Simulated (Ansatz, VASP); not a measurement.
# Cu2Rh: VASP beside Ansatz

```
CELL_PARAMETERS angstrom
4.19999 0.00000 0.00000
-2.09999 3.63729 0.00000
0.00000 0.00000 2.53495
ATOMIC_POSITIONS crystal
Cu 0.33333 0.66667 0.50000
Cu 0.66667 0.33333 0.50000
Rh 0.00000 0.00000 0.00000
```

Alike in both runs: functional PBE; k mesh 6 × 6 × 6; occupations gaussian, width 0.1 eV; no spin polarisation.

Ansatz relaxed the structure, and its values are those at the end. VASP's run is a single point on that final structure, the one shown.

|  | VASP | Ansatz |
| --- | --- | --- |
| version | VASP 6.6.1 | Ansatz 0.2.0 |
| potentials or method | VASP PAW PBE potentials, release 64 (Cu, Rh_pv) | scalar-relativistic, plane waves, PAW |
| plane-wave cutoff (eV) | 520 | 420 |
| valence electrons in the cell | 37 | 55 |

VASP gave:

| Item | Value |
| --- | --- |
| gap on the k mesh at the Fermi level (eV) | none |
| pressure (GPa) | 0.3 |

Task: Which values does Ansatz return?

Result: gap on the k mesh at the Fermi level (eV): none; pressure (GPa): 0.0.

A gap of «none» marks a metal or a gap that the smearing closes. The two sets of potentials don't hold the same shells in valence.

Caveats: the k mesh is coarse (spacing up to 0.41 Å⁻¹), so the values aren't converged.
